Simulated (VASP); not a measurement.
```
ZrS2
1.0
    1.84526    -3.19609     0.00000
    1.84526     3.19609     0.00000
    0.00000     0.00000     6.04162
Zr S
1 2
Direct
  0.00000   0.00000   0.00000
  0.33333   0.66667   0.23785
  0.66667   0.33333   0.76215
```

Method: r2SCAN meta-GGA, VASP's PBE PAW potentials (set 64) (plane waves; VASP). Run with 480 eV cut-off, 6×6×4 Γ-centred mesh, Gaussian smearing of 0.050 eV, potentials Zr_sv S.

Each row applies one change to this cell, which was relaxed at other settings and keeps the small stress of the first row; at a fixed cut-off the stress holds a Pulay part, so it need not integrate to ΔE exactly. Stress is in GPa, positive when the cell is compressed; gaps are those on the k-mesh, and 0.00 means metallic.

```csv
change,ΔE (meV/atom),σxx,σyy,σzz,"largest shear component, with its sign (GPa)",largest force (eV/Å),gap (eV)
none,0.0,0.05,0.05,0.05,0.00,0.015,1.38
shear strain γ_yz = -0.5 %,0.1,0.16,-0.06,0.06,0.36,0.054,1.37
isotropic strain of +1.0 %,5.7,-2.78,-2.78,-2.24,0.00,0.356,1.40
atom 2 (S) moved by -0.075 Å along y,4.1,0.66,-0.42,0.20,1.68,0.317,1.36
biaxial strain of -1.0 % in the xz plane,3.5,2.63,1.31,1.94,0.26,0.253,1.36
shear strain γ_yz = -2.0 % with the ions relaxed,0.2,0.10,0.06,0.12,0.07,0.009,1.36
atom 2 (S) moved by 0.200 Å along x,31.1,0.79,0.44,1.19,-4.78,1.016,1.28
shear strain γ_yz = -3.0 %,4.7,0.78,-0.50,0.16,2.10,0.307,1.32
```

Failed runs are left out, and for metals the shear rows, which the mesh's noise covers.

The compound is ZrS2 in the 1T layered structure.
